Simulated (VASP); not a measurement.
```
AlN
1.0
    1.55500    -2.69334     0.00000
    1.55500     2.69334     0.00000
    0.00000     0.00000     4.98000
Al N
2 2
Cartesian
  1.55500  -0.89778   2.49000
  1.55500   0.89778   0.00000
  1.55500  -0.89778   4.39236
  1.55500   0.89778   1.90236
```

The numbers are results of G0W0 on PBE orbitals, VASP's PBE PAW potentials (set 64) (plane waves; VASP), not measurements. Numerical set-up: PREC = Normal, 500 eV cut-off, 4×4×2 Γ-centred mesh, Gaussian smearing of 0.010 eV, potentials Al_GW N_GW_new.

The mesh is coarse and the basis finite, so the quasiparticle values are not converged.

NBANDS = 320, ENCUTGW = 200 eV, NOMEGA = 64. The PBE levels (eV) that the step starts from are:

```json
[
 {"state": "k1 (0.00, 0.00, 0.00), band 5", "KS energy": "4.99", "filling": "2"},
 {"state": "k1 (0.00, 0.00, 0.00), band 6", "KS energy": "5.64", "filling": "2"},
 {"state": "k1 (0.00, 0.00, 0.00), band 7", "KS energy": "5.64", "filling": "2"},
 {"state": "k1 (0.00, 0.00, 0.00), band 8", "KS energy": "5.87", "filling": "2"},
 {"state": "k1 (0.00, 0.00, 0.00), band 9", "KS energy": "10.07", "filling": "0"},
 {"state": "k1 (0.00, 0.00, 0.00), band 10", "KS energy": "12.52", "filling": "0"},
 {"state": "k1 (0.00, 0.00, 0.00), band 11", "KS energy": "16.48", "filling": "0"},
 {"state": "k1 (0.00, 0.00, 0.00), band 12", "KS energy": "17.00", "filling": "0"},
 {"state": "k3 (0.50, 0.00, 0.00), band 5", "KS energy": "2.51", "filling": "2"},
 {"state": "k3 (0.50, 0.00, 0.00), band 6", "KS energy": "3.76", "filling": "2"},
 {"state": "k3 (0.50, 0.00, 0.00), band 7", "KS energy": "4.08", "filling": "2"},
 {"state": "k3 (0.50, 0.00, 0.00), band 8", "KS energy": "5.17", "filling": "2"},
 {"state": "k3 (0.50, 0.00, 0.00), band 9", "KS energy": "11.66", "filling": "0"},
 {"state": "k3 (0.50, 0.00, 0.00), band 10", "KS energy": "11.66", "filling": "0"},
 {"state": "k3 (0.50, 0.00, 0.00), band 11", "KS energy": "14.04", "filling": "0"},
 {"state": "k3 (0.50, 0.00, 0.00), band 12", "KS energy": "16.14", "filling": "0"},
 {"state": "k8 (0.25, 0.25, 0.50), band 5", "KS energy": "2.88", "filling": "2"},
 {"state": "k8 (0.25, 0.25, 0.50), band 6", "KS energy": "2.88", "filling": "2"},
 {"state": "k8 (0.25, 0.25, 0.50), band 7", "KS energy": "4.89", "filling": "2"},
 {"state": "k8 (0.25, 0.25, 0.50), band 8", "KS energy": "4.89", "filling": "2"},
 {"state": "k8 (0.25, 0.25, 0.50), band 9", "KS energy": "12.50", "filling": "0"},
 {"state": "k8 (0.25, 0.25, 0.50), band 10", "KS energy": "12.50", "filling": "0"},
 {"state": "k8 (0.25, 0.25, 0.50), band 11", "KS energy": "14.86", "filling": "0"},
 {"state": "k8 (0.25, 0.25, 0.50), band 12", "KS energy": "14.86", "filling": "0"}
]
```

Give the quasiparticle energies and renormalisation factors Z.

```tsv
state	QP energy (eV)	Z
k1 (0.00, 0.00, 0.00), band 5	3.80	0.77
k1 (0.00, 0.00, 0.00), band 6	4.52	0.78
k1 (0.00, 0.00, 0.00), band 7	4.52	0.78
k1 (0.00, 0.00, 0.00), band 8	4.78	0.77
k1 (0.00, 0.00, 0.00), band 9	10.71	0.81
k1 (0.00, 0.00, 0.00), band 10	13.26	0.81
k1 (0.00, 0.00, 0.00), band 11	17.37	0.75
k1 (0.00, 0.00, 0.00), band 12	17.78	0.80
k3 (0.50, 0.00, 0.00), band 5	1.16	0.76
k3 (0.50, 0.00, 0.00), band 6	2.45	0.77
k3 (0.50, 0.00, 0.00), band 7	2.85	0.77
k3 (0.50, 0.00, 0.00), band 8	3.99	0.77
k3 (0.50, 0.00, 0.00), band 9	12.21	0.81
k3 (0.50, 0.00, 0.00), band 10	12.22	0.82
k3 (0.50, 0.00, 0.00), band 11	14.81	0.80
k3 (0.50, 0.00, 0.00), band 12	17.06	0.77
k8 (0.25, 0.25, 0.50), band 5	1.53	0.76
k8 (0.25, 0.25, 0.50), band 6	1.53	0.76
k8 (0.25, 0.25, 0.50), band 7	3.70	0.77
k8 (0.25, 0.25, 0.50), band 8	3.70	0.77
k8 (0.25, 0.25, 0.50), band 9	13.13	0.81
k8 (0.25, 0.25, 0.50), band 10	13.13	0.81
k8 (0.25, 0.25, 0.50), band 11	15.59	0.80
k8 (0.25, 0.25, 0.50), band 12	15.59	0.80
```
On the mesh the gap opens from 4.21 to 5.93 eV.

The compound is AlN in the wurtzite structure. The cell was not relaxed at this level. The k-mesh is coarse (spacing up to 0.63 per Å, 2π included), so the numbers may not be converged in it.
